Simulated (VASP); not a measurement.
Data:

```
GaN
1.0
    1.59483    -2.76233     0.00000
    1.59483     2.76233     0.00000
    0.00000     0.00000     5.19213
Ga N
2 2
Direct
  0.66667   0.33333   0.50013
  0.33333   0.66667   0.00013
  0.66667   0.33333   0.87687
  0.33333   0.66667   0.37687
```

All values below come from r2SCAN meta-GGA, VASP's PBE PAW potentials (set 64) (plane waves; VASP 6.6.1). Settings: 520 eV cut-off, 10×10×5 Γ-centred mesh, Gaussian smearing of 0.050 eV, potentials Ga_d N.

**Question.** Predict the energy per atom (σ→0).

**Answer.** 
The energy per atom (σ→0) is -10.956 eV/atom.

Only differences to runs with the same potentials and settings are physical.

The compound is GaN in the wurtzite structure. It was relaxed first.
